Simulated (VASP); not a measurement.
## In4As2Sb2 (ordered alloy cell): computed properties

All values below come from PBEsol GGA, VASP's PBE PAW potentials (set 64) (plane waves; VASP).

| Quantity | Value |
|---|---|
| space group | P-4m2 (115) |
| cell | a = b = 4.455 Å, c = 6.313 Å, α = β = γ = 90.00° |
| volume per atom | 31.33 Å³/atom |
| band gap (on the k-mesh) | none (metal, semimetal or under 0.01 eV) |
| density | 5.65 g/cm³ |

```cif
data_AsIn2Sb
_chemical_formula_sum 'In2 Sb1 As1'
_space_group_name_H-M_alt 'P-4m2'
_space_group_IT_number 115
_space_group_name_Hall 'P -4 -2'
_cell_length_a 4.45530
_cell_length_b 4.45530
_cell_length_c 6.31289
_cell_angle_alpha 90.000
_cell_angle_beta 90.000
_cell_angle_gamma 90.000
loop_
_atom_site_label
_atom_site_type_symbol
_atom_site_symmetry_multiplicity
_atom_site_Wyckoff_symbol
_atom_site_fract_x
_atom_site_fract_y
_atom_site_fract_z
_atom_site_occupancy
In1 In 2 g 0.00000 0.50000 0.23348 1
Sb1 Sb 1 c 0.50000 0.50000 0.50000 1
As1 As 1 a 0.00000 0.00000 0.00000 1
```
(The calculation used a cell of 8 atoms; values per cell refer to that cell.)

Unless said otherwise, spin-orbit coupling is left out, though it shifts the bands of the heavy elements here.

The structure was generated: In4As2Sb2 was put into an ordered model structure (P-4m2), which need not be its known phase. It was relaxed first. Symmetry was kept, so distortions that lower it aren't found.
